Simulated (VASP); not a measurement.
Level of theory: PBE GGA with D4 dispersion, VASP's PBE PAW potentials (set 64) (plane waves; VASP 6.6.1).

Input for VASP

**KPOINTS**
```
Automatic mesh
0
Gamma
12 12 8
0 0 0
```

**INCAR**
```
IBRION=2
ALGO=Normal   ! blocked Davidson
LWAVE=.False.
NSW=60   ! most ionic steps
ISIF=3
EDIFFG=-0.01   ! ionic stop
PREC=Accurate
SIGMA=0.1
SYSTEM=TiAl
GGA=PE
ENCUT=520
NELM=100
ISMEAR=1
LREAL=.False.
LASPH=.True.   ! aspherical one-centre terms
LCHARG=.False.
LMAXMIX=4   ! l cut-off of mixed one-centre charges
EDIFF=1E-6   ! SCF stop (eV)
IVDW=13   ! D4
```

POSCAR:
```
TiAl
1
    2.8055054406     0.0000000000     0.0000000000
    0.0000000000     2.8055054406    -0.0000000000
    0.0000000000     0.0000000000     4.0259122790
Ti Al
1 1
Direct
  0.0000000000   0.0000000000   0.0000000000
  0.5000000000   0.5000000000   0.5000000000
```

POTCAR, in this order: Ti_sv Al (PBE.64 set). Program: vasp_std.

What VASP printed:

### OSZICAR
```
       N       E                     dE             d eps       ncg     rms          rms(c)
DAV:   1     0.886125616239E+02    0.88613E+02   -0.74335E+03  3083   0.138E+03
DAV:   2    -0.786725162457E+01   -0.96480E+02   -0.93684E+02  3113   0.332E+02
DAV:   3    -0.137477440780E+02   -0.58805E+01   -0.55873E+01  4955   0.785E+01
DAV:   4    -0.139508278269E+02   -0.20308E+00   -0.19668E+00  3858   0.124E+01
DAV:   5    -0.139594899438E+02   -0.86621E-02   -0.86556E-02  4558   0.238E+00    0.987E+00
DAV:   6    -0.125260899463E+02    0.14334E+01   -0.12236E+01  3864   0.384E+01    0.333E+00
DAV:   7    -0.123994275090E+02    0.12666E+00   -0.11045E+00  3575   0.113E+01    0.194E+00
DAV:   8    -0.123886133054E+02    0.10814E-01   -0.14173E-01  3482   0.429E+00    0.493E-01
DAV:   9    -0.123872560776E+02    0.13572E-02   -0.26218E-02  3815   0.216E+00    0.231E-01
DAV:  10    -0.123874201717E+02   -0.16409E-03   -0.16479E-03  3816   0.480E-01    0.546E-02
DAV:  11    -0.123874033987E+02    0.16773E-04   -0.44091E-04  4150   0.232E-01    0.465E-02
DAV:  12    -0.123874050135E+02   -0.16148E-05   -0.29435E-05  3497   0.605E-02    0.115E-02
DAV:  13    -0.123874046271E+02    0.38638E-06   -0.10410E-06  2425   0.114E-02
   1 F= -.12967153E+02 E0= -.12967379E+02  d E =-.129672E+02
```

File OUTCAR:
```
------------------------ aborting loop because EDIFF is reached ----------------------------------------
  Edisp (eV):   -0.57975
  FORCE on cell =-STRESS in cart. coord.  units (eV):
  Direction    XX          YY          ZZ          XY          YZ          ZX
  --------------------------------------------------------------------------------------
  Total      -0.01646    -0.01646    -0.01748     0.00000     0.00000     0.00000
  in kB      -0.83246    -0.83246    -0.88358     0.00000     0.00000     0.00000
  external pressure =       -0.85 kB  Pullay stress =        0.00 kB
  volume of cell :       31.69
      direct lattice vectors                 reciprocal lattice vectors
     2.805505441  0.000000000  0.000000000     0.356442011  0.000000000  0.000000000
     0.000000000  2.805505441  0.000000000     0.000000000  0.356442011  0.000000000
     0.000000000  0.000000000  4.025912279     0.000000000  0.000000000  0.248390906
 POSITION                                       TOTAL-FORCE (eV/Angst)
 -----------------------------------------------------------------------------------
      0.00000      0.00000      0.00000         0.000000      0.000000      0.000000
      1.40275      1.40275      2.01296         0.000000      0.000000      0.000000
 -----------------------------------------------------------------------------------
    total drift:                                0.000000      0.000000      0.000000
  FREE ENERGIE OF THE ION-ELECTRON SYSTEM (eV)
  ---------------------------------------------------
  free  energy   TOTEN  =       -12.9671526512 eV

  energy  without entropy=      -12.9678313175  energy(sigma->0) =      -12.96737887

 reached required accuracy - stopping structural energy minimisation
```
(Selected blocks of OUTCAR.)

The compound is TiAl in the L1_0 structure. It was relaxed first. The start is the result of an earlier pass. The electron count is odd and the run is not spin-polarised, which forces a metal.
